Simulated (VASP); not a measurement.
An input for Ansatz (written as the equivalent of a VASP run, and not itself run):

Ansatz 0.2 input:
```yaml
crystal:
  lattice:
    - [0.0000000, 2.2999668, 2.2999668]
    - [2.2999668, 0.0000000, 2.2999668]
    - [2.2999668, 2.2999668, 0.0000000]
  atoms:
    - { symbol: Li, position: [0.2500000, 0.2500000, 0.2500000] }
    - { symbol: Li, position: [0.7500000, 0.7500000, 0.7500000] }
    - { symbol: O, position: [1.0000000, 0.0000000, 0.0000000] }
kpoints:
  mp_grid: { grid: [8, 8, 8] }
hamiltonian:
  xc: r2scan
  dispersion: rvv10
  pseudopotentials: { kind: paw }
scf:
  occupations: { method: gaussian, width: 0.05 }
  max_iter: 100
relax:
  max_steps: 60
  f_tol: 0.02
  cell: {}
output: { forces: true, stress: true, eigenvalues: true }
```

Question: Translate this input to VASP (INCAR, KPOINTS, POSCAR, choice of POTCAR).

Answer: One answer among several that fit: 
**INCAR**
```
# general
SYSTEM    =  Li2O
PREC      =  Accurate
ENCUT     =  520   # plane-wave cut-off (eV)
LREAL     =  .False.   # projection in real space or not
LASPH     =  .True.   # aspherical one-centre terms

# electronic loop
EDIFF     =  1E-6
NELM      =  100   # most electronic steps
ALGO      =  Normal
LMIXTAU   =  .True.

# smearing
ISMEAR    =  0   # Gaussian
SIGMA     =  0.05

# functional
METAGGA   =  R2SCAN
LUSE_VDW  =  .True.
BPARAM    =  11.95
CPARAM    =  0.0093

# ions
IBRION    =  2
NSW       =  60
ISIF      =  3   # ions, shape and volume
EDIFFG    =  -0.02

# output
LWAVE     =  .False.
LCHARG    =  .False.
```

File KPOINTS:
```
Automatic mesh
0
Gamma
8 8 8
0 0 0
```

**POSCAR**
```
Li2O
1.0
  0.0000000000   2.2999668349   2.2999668349
  2.2999668349   0.0000000000   2.2999668349
  2.2999668349   2.2999668349   0.0000000000
Li O
2 1
direct
  0.2500000000   0.2500000000   0.2500000000
  0.7500000000   0.7500000000   0.7500000000
  1.0000000000   0.0000000000   0.0000000000
```

POTCAR, in this order: Li_sv O (PBE.64 set). Program: vasp_std.

Limits of the translation: each code has its own PAW files, so the cut-off isn't converted (ENCUT is set for VASP's; basis.ecutwfc is left out, and Ansatz then takes the one that its files recommend); Ansatz stops its SCF on the density residual and VASP on the energy change (EDIFF).

The compound is Li2O in the antifluorite structure. This run relaxes it. Symmetry was kept, so distortions that lower it aren't found.
